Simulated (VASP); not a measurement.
```yaml
crystal:
  lattice:
    - [5.74171, 0.00000, 0.00000]
    - [0.00000, 3.27062, 0.00000]
    - [0.00000, 0.00000, 6.20331]
  atoms:
    - { symbol: P, position: [0.31438, 0.75000, 0.56784] }
    - { symbol: P, position: [0.68562, 0.25000, 0.43216] }
    - { symbol: P, position: [0.18562, 0.25000, 0.06784] }
    - { symbol: P, position: [0.81438, 0.75000, 0.93216] }
    - { symbol: W, position: [0.98629, 0.75000, 0.31278] }
    - { symbol: W, position: [0.01371, 0.25000, 0.68722] }
    - { symbol: W, position: [0.51371, 0.25000, 0.81278] }
    - { symbol: W, position: [0.48629, 0.75000, 0.18722] }
```

The numbers are results of PBEsol GGA, VASP's PBE PAW potentials (set 64) (plane waves; VASP), not measurements. Numerical set-up: 300 eV cut-off, 3×6×3 Γ-centred mesh, Gaussian smearing of 0.14 eV, potentials P W_sv.

At this cut-off the stress carries a Pulay error, which pulls relaxed volumes low.

Give the force on each atom (eV/Å).

| atom | Fx | Fy | Fz |
|---|---|---|---|
| P1 | -0.008 | 0.000 | -0.044 |
| P2 | 0.008 | 0.000 | 0.044 |
| P3 | 0.008 | 0.000 | -0.044 |
| P4 | -0.008 | 0.000 | 0.044 |
| W5 | -0.028 | 0.000 | -0.127 |
| W6 | 0.028 | 0.000 | 0.127 |
| W7 | 0.028 | 0.000 | -0.127 |
| W8 | -0.028 | 0.000 | 0.127 |

Give the stress tensor in GPa (positive for a compressed cell).

```
-4.06   0.00   0.00
 0.00  -4.47   0.00
 0.00   0.00  -3.19
```
The pressure is its mean diagonal, -3.91 GPa.

The structure comes from a computed database's PW entry (Pnma); how it stands against other phases isn't given here. The cell was not relaxed at this level. The k-mesh is coarse (spacing up to 0.36 per Å, 2π included), so the numbers may not be converged in it.
